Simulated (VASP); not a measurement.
**HfGe₂ (relaxed from the Al2Cu structure, space group I4/mcm): computed properties**

The numbers are results of PBEsol GGA, VASP's PBE PAW potentials (set 64) (plane waves; VASP), not measurements.

```yaml
space_group: I4/mcm (140)
cell: a = 5.4551 Å, b = 5.4551 Å, c = 7.6543 Å, α = 90.00°, β = 90.00°, γ = 90.00°
volume_per_atom: 18.98 Å³/atom
band gap (over mesh and band path): none (metal, semimetal or under 0.01 eV)
band_gap_with_spin_orbit_coupling: none (metallic)
density: 9.44 g/cm³
```

Space group I4/mcm (No. 140); a = b = 5.4551 Å, c = 7.6543 Å, α = β = γ = 90.00°

| atom | site | symmetry | x | y | z |
|---|---|---|---|---|---|
| Ge | 8h | m.2m | 0.1806 | 0.3194 | 0.0000 |
| Hf | 4a | 422 | 0.0000 | 0.0000 | 0.2500 |
(The calculation used a cell of 6 atoms; values per cell refer to that cell.)

Unless said otherwise, spin-orbit coupling is left out, though it shifts the bands of the heavy elements here.

The structure was generated: HfGe2 was put into the Al2Cu type (I4/mcm), which need not be its known phase. It was relaxed first, which changed the volume by -32 %. Symmetry was kept, so distortions that lower it aren't found.
